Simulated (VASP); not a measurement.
Here is the system:

```xyz
6
Lattice="1.6128 -2.7934 0.0000 1.6128 2.7934 0.0000 0.0000 0.0000 12.3455" Properties=species:S:1:pos:R:3 pbc="T T T"
W      1.6128     0.9311     3.0864
W      1.6128    -0.9311     9.2591
Se     1.6128     0.9311    10.9436
Se     1.6128    -0.9311     4.7708
Se     1.6128    -0.9311     1.4019
Se     1.6128     0.9311     7.5746
```

The numbers are results of PBEsol GGA, VASP's PBE PAW potentials (set 64) (plane waves; VASP), not measurements. Settings: 500 eV cut-off, 8×8×2 Γ-centred mesh, Gaussian smearing of 0.050 eV, potentials W_sv Se.

Without a dispersion term in the relaxation, distances and binding between the weakly bound layers, chains or molecules are unreliable, and so is what depends on them.

**Question.** What does the run give for the energy per atom (σ→0), pressure?

**Answer.** 
The energy per atom (σ→0) comes out as -7.734 eV/atom. The pressure comes out as 5.06 GPa.

The compound is WSe2 in the 2H layered structure. It was relaxed first under an external pressure of 5 GPa.
